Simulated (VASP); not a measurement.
# Bi2Te3 (Tellurobismuthite): input slips in a band-gap run and what they do, part 2 of 2

Aim: see how common mistakes in a band-structure run show up, on Bi2Te3 (Tellurobismuthite). The starting structure is a measured crystal structure from the Crystallography Open Database. The atoms were first relaxed with LDA in that cell, in a run that isn't shown, and the relaxed structure is the one below.

VASP 6.6.1.

Results so far: reference 0.202 eV; a wide metal-type smearing 0.211 eV.

## Step 5: Bands with too few electronic steps

Level of this step: LDA; plane waves and PAW (Bi_d, Te) (VASP).

A slip made on purpose: too few electronic steps. Against step 2 the input has NELM = 4.

INCAR

```
SYSTEM = Bi2Te3
PREC = Accurate
ENCUT = 350
EDIFF = 1E-06
NELM = 4
ISMEAR = 0
SIGMA = 0.03
LREAL = .FALSE.
ALGO = Normal
GGA = CA
NBANDS = 39
LORBIT = 11
LWAVE = .FALSE.
LCHARG = .FALSE.
KPAR = 16
LASPH = .TRUE.
```

POSCAR

```
Bi2Te3
1.0
   -4.3860000000      0.0000000000      0.0000000000
    2.1930000000     -3.7983874210      0.0000000000
    2.1930000000      1.2661291403     10.1656666667
Bi Te
2 3
Direct
    0.2012148130      0.6006074065      0.8018222196
    0.7987851870      0.3993925935      0.1981777804
    0.5781308415      0.7890654207      0.3671962622
    0.4218691585      0.2109345793      0.6328037378
    0.0000000000      0.0000000000      0.0000000000
```

KPOINTS

```
Automatic mesh
0
Gamma
6 6 6
0 0 0
```

KPOINTS_OPT

```
Line mode
8
Line-mode
Reciprocal
  0.00000000   0.00000000   0.00000000 GAMMA
  0.00000000  -0.50000000   0.00000000 L

  0.00000000  -0.50000000   0.00000000 L
 -0.35401678  -0.32299161   0.17700839 B1

 -0.32299161  -0.32299161  -0.17700839 B
  0.00000000   0.00000000  -0.50000000 Z

  0.00000000   0.00000000  -0.50000000 Z
  0.00000000   0.00000000   0.00000000 GAMMA

  0.00000000   0.00000000   0.00000000 GAMMA
 -0.33850420  -0.33850420   0.33850420 X

 -0.33850420  -0.32299161   0.00000000 Q
 -0.50000000   0.00000000   0.00000000 F

 -0.50000000   0.00000000   0.00000000 F
 -0.48448741   0.00000000  -0.17700839 P1

 -0.48448741   0.00000000  -0.17700839 P1
  0.00000000   0.00000000  -0.50000000 Z

  0.00000000  -0.50000000   0.00000000 L
  0.00000000  -0.48448741  -0.33850420 P
```

PAW data sets: Bi_d and Te (LDA family, release 64).

Started as:

```bash
> mpirun -np 16 vasp_std
```

Log:

```text
[... set-up lines as in an earlier step ...]
 entering main loop
       N       E                     dE             d eps       ncg     rms          rms(c)
[... 4 cycles as in an earlier step ...]
 -----------------------------------------------------------------------------
|                                                                             |
|           W    W    AA    RRRRR   N    N  II  N    N   GGGG   !!!           |
|           W    W   A  A   R    R  NN   N  II  NN   N  G    G  !!!           |
|           W    W  A    A  R    R  N N  N  II  N N  N  G       !!!           |
|           W WW W  AAAAAA  RRRRR   N  N N  II  N  N N  G  GGG   !            |
|           WW  WW  A    A  R   R   N   NN  II  N   NN  G    G                |
|           W    W  A    A  R    R  N    N  II  N    N   GGGG   !!!           |
|                                                                             |
|     The electronic self-consistency was not achieved in the given           |
|     number of steps (NELM). The forces and other quantities evaluated       |
|     might not be reliable so examine the results carefully. If you find     |
|     spurious results, we suggest increasing NELM, if you were close to      |
|     convergence or switching to a different ALGO or adjusting the           |
|     density mixing parameters otherwise.                                    |
|                                                                             |
 -----------------------------------------------------------------------------

   1 F= -.21807878E+02 E0= -.21807878E+02  d E =-.728248E-26
 Start KPOINTS_OPT (optional k-point list driver)
k-point batch [1-32\72]
       N       E                     dE             ncg
DAV:   1     0.245517359864E+04   -0.17020E+05     2504
DAV:   2    -0.900385910772E+04   -0.11459E+05     2700
DAV:   3    -0.102549089286E+05   -0.12510E+04     3091
DAV:   4    -0.103032572463E+05   -0.48348E+02     2985
[...]
k-point batch [65-72\72]
       N       E                     dE             ncg
DAV:   1     0.229184763549E+05   -0.82640E+04      648
DAV:   2     0.200596223606E+05   -0.28589E+04      671
DAV:   3     0.197670953917E+05   -0.29253E+03      803
DAV:   4     0.197563490734E+05   -0.10746E+02      752
```

Elapsed: 5.2 s, on 16 MPI ranks of Intel Xeon 6975P-C (Granite Rapids), shared host; peak memory 4.7 GiB.

Parts of OUTCAR (step 5):

```text
  Total      -13.4842407    -13.4842407    -17.3055471      0.0000000      0.0000000      0.0000000
  in kB     -127.5655268   -127.5655268   -163.7163920      0.0000000      0.0000000      0.0000000
  external PRESSURE =    -139.6158152 kB  Pullay stress =       0.0000000 kB

 POSITION                                       TOTAL-FORCE (eV/Angst)
 -----------------------------------------------------------------------------------
      2.19300     -1.26613      8.15106        -0.000000      0.000000     -0.078434
     -2.19300     -1.26613      2.01461        -0.000000     -0.000000      0.078434
     -0.00000     -2.53226      3.73279        -0.000000      0.000000     -0.051737
      0.00000     -0.00000      6.43287         0.000000     -0.000000      0.051737
      0.00000      0.00000      0.00000         0.000000     -0.000000      0.000000
 -----------------------------------------------------------------------------------
    total drift:                                0.000000     -0.000000      0.000000

  FREE ENERGIE OF THE ION-ELECTRON SYSTEM (eV)
  ---------------------------------------------------
  free  energy   TOTEN  =       -21.8078782070 eV

  energy  without entropy=      -21.8078782070  energy(sigma->0) =      -21.80787821

[... 2 parts as in an earlier step ...]

[... 1 further part left out ...]
[key lines of the parts left out:]
E-fermi :   6.0717
```

The electronic loop didn't reach EDIFF within its 4 cycles (NELM).

## Step 6: Bands with a cutoff far too low

A slip made on purpose: a cutoff far too low. Against step 2 the input has ENCUT = 110 (also changed: NELM).

INCAR, as its differences from that of step 5:

```diff
@@ -2,5 +2,5 @@
 PREC = Accurate
-ENCUT = 350
+ENCUT = 110
 EDIFF = 1E-06
-NELM = 4
+NELM = 60
 ISMEAR = 0
```

POSCAR is that of step 5.

KPOINTS is that of step 5.

KPOINTS_OPT is that of step 5.

Started as:

```bash
> mpirun -np 16 vasp_std
```

Log:

```text
[... set-up lines as in an earlier step ...]
 entering main loop
       N       E                     dE             d eps       ncg     rms          rms(c)
DAV:   1     0.210261565085E+03    0.21026E+03   -0.97965E+03  3440   0.299E+02
DAV:   2     0.102431412058E+03   -0.10783E+03   -0.10370E+03  3094   0.109E+02
DAV:   3     0.990285627596E+02   -0.34028E+01   -0.33747E+01  2931   0.178E+01
DAV:   4     0.990093344914E+02   -0.19228E-01   -0.19227E-01  2749   0.142E+00
[...]
DAV:  13     0.127516229396E+03    0.52378E-04   -0.27263E-04  2713   0.538E-02    0.607E-02
DAV:  14     0.127516239009E+03    0.96130E-05   -0.28632E-05  2713   0.189E-02    0.186E-02
DAV:  15     0.127516238568E+03   -0.44056E-06   -0.15481E-06  2368   0.381E-03
   1 F= 0.12751624E+03 E0= 0.12751625E+03  d E =-.283547E-04
 Start KPOINTS_OPT (optional k-point list driver)
k-point batch [1-32\72]
       N       E                     dE             ncg
DAV:   1    -0.598899900020E+04   -0.17314E+05     3581
DAV:   2    -0.971054066135E+04   -0.37215E+04     3080
DAV:   3    -0.987490421838E+04   -0.16436E+03     2937
DAV:   4    -0.987676456190E+04   -0.18603E+01     2792
DAV:   5    -0.987677975048E+04   -0.15189E-01     2947
DAV:   6    -0.987677990463E+04   -0.15416E-03     2605
DAV:   7    -0.987677990642E+04   -0.17892E-05     2317
DAV:   8    -0.987677990648E+04   -0.60480E-07     1825
[...]
k-point batch [65-72\72]
       N       E                     dE             ncg
DAV:   1     0.113323805077E+05   -0.65510E+04      880
DAV:   2     0.104062953520E+05   -0.92609E+03      802
DAV:   3     0.103634704706E+05   -0.42825E+02      736
DAV:   4     0.103629980570E+05   -0.47241E+00      722
DAV:   5     0.103629947346E+05   -0.33224E-02      729
DAV:   6     0.103629947077E+05   -0.26904E-04      659
DAV:   7     0.103629947075E+05   -0.23791E-06      553
```

It took 2.4 s on 16 MPI ranks; peak memory 2.3 GiB; 29 s of CPU time.

OUTCAR, selected parts (step 6):

```text
  Total     -784.8715630   -784.8715630   -784.9203360      0.0000000      0.0000000      0.0000000
  in kB    -7425.1533118  -7425.1533118  -7425.6147218      0.0000000      0.0000000      0.0000000
  external PRESSURE =   -7425.3071151 kB  Pullay stress =       0.0000000 kB

 POSITION                                       TOTAL-FORCE (eV/Angst)
 -----------------------------------------------------------------------------------
      2.19300     -1.26613      8.15106        -0.000000      0.000000     -2.307549
     -2.19300     -1.26613      2.01461         0.000000     -0.000000      2.307549
     -0.00000     -2.53226      3.73279        -0.000000      0.000000     -0.366966
      0.00000     -0.00000      6.43287         0.000000     -0.000000      0.366966
      0.00000      0.00000      0.00000         0.000000     -0.000000      0.000000
 -----------------------------------------------------------------------------------
    total drift:                               -0.000000      0.000000      0.000000

  FREE ENERGIE OF THE ION-ELECTRON SYSTEM (eV)
  ---------------------------------------------------
  free  energy   TOTEN  =       127.5162385683 eV

  energy  without entropy=      127.5162669231  energy(sigma->0) =      127.51625275

[... 1 part as in an earlier step ...]

[... 2 further parts left out ...]
[key lines of the parts left out:]
E-fermi :   5.6025
```

With a cutoff far too low the gap is 0.063 eV, -0.139 eV from the reference.

## Step 7: All runs side by side

```csv
run,ended,gap (eV),change (eV),core minutes
reference,converged,0.202,-,2.88
a wide metal-type smearing,converged,0.211,0.009,2.88
a hybrid's name typed into the meta-GGA tag,stopped by VASP,-,-,2.29
too few electronic steps,not converged,-,-,1.39
a cutoff far too low,converged,0.063,-0.139,0.64
```

Core minutes are wall time times ranks of the run shown, on a shared host.

## Step 8: What came out

```
reference gap                                        : 0.202 eV
gap with a wide metal-type smearing                  : 0.211 eV
gap with a cutoff far too low                        : 0.063 eV
run with a hybrid's name typed into the meta-GGA tag : stopped by VASP
run with too few electronic steps                    : not converged
```

In words: VASP stopped by itself in the run with a hybrid's name typed into the meta-GGA tag. The run with too few electronic steps didn't converge. Finished, but with signs in the output that stand out against the reference: a wide metal-type smearing, with the gap changed by +0.01 eV (signs: a large entropy term in the energy and forces of up to 0.04 eV/Å); a cutoff far too low, with the gap changed by -0.14 eV (signs: a stress of up to 742.6 GPa and forces of up to 2.31 eV/Å). Further runs on this material are not shown.

[Lines on the potential files, build, host, timing and source positions are cut from VASP's logs without a mark.]

[Logs are printed without paths, hosts, clocks, repeated set-up lines and the standing remarks that a program may print on its own settings, such as how far it seeks lower states.]

[Hosts, paths, dates, database ids (printed as entryN), source tags and the programs' standing remarks are cut or masked in the printed files.]
